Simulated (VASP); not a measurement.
HfO2 (space group Fm-3m): the measured cell of entry 9009016 of the Crystallography Open Database is

```xyz
3
Lattice="0.0000 2.5575 2.5575 2.5575 0.0000 2.5575 2.5575 2.5575 0.0000" Properties=species:S:1:pos:R:3 pbc="T T T"
Hf     0.0000     0.0000     0.0000
O      1.2788     1.2788     1.2788
O      3.8363     3.8363     3.8363
```

Computed with PBEsol GGA, VASP's PBE PAW potentials (set 64) (plane waves; VASP). Settings: 520 eV cut-off, 9×9×9 Γ-centred mesh, tetrahedra with Blöchl corrections, potentials Hf_pv O.

The calculation is for a static lattice at zero pressure; the measurement, whose temperature isn't given here, holds thermal and zero-point expansion. The entry's conditions were not checked, so it may have been measured under pressure.

Q: How far does the relaxed conventional cell lie from the measured one?

A: 
```json
[
 {"": "a (Å)", "measured": "5.115", "computed": "5.020", "difference": "-1.9 %"},
 {"": "V (Å³/atom)", "measured": "11.15", "computed": "10.54", "difference": "-5.5 %"}
]
```

The structure comes from a measured HfO2 entry (Fm-3m) of the Crystallography Open Database, whose conditions weren't checked. It was relaxed first, which changed the volume by -5 %. Symmetry was kept, so distortions that lower it aren't found.
